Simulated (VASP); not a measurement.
Data:

```xyz
2
Lattice="2.8321 0.0000 0.0000 0.0000 2.8321 0.0000 0.0000 0.0000 2.8321" Properties=species:S:1:pos:R:3 pbc="T T T"
Al     1.4160     1.4160     1.4160
Ni     0.0000     0.0000     0.0000
```

Calculation: PBE GGA with D3 dispersion (zero damping), VASP's PBE PAW potentials (set 64) (plane waves; VASP). Numerical set-up: 520 eV cut-off, 13×13×13 Γ-centred mesh, first-order Methfessel-Paxton smearing of 0.10 eV, potentials Al Ni.

Question: Give the stress tensor in GPa (positive for a compressed cell).

Answer: 
```
5.14  0.00  0.00
0.00  5.14  0.00
0.00  0.00  5.14
```
The pressure is its mean diagonal, 5.14 GPa.

The compound is NiAl in the CsCl type structure. This cell is one point of a volume scan, at 0.97 of the reference volume. The run is not spin-polarised, so no magnetic state was tried. The electron count is odd and the run is not spin-polarised, which forces a metal.
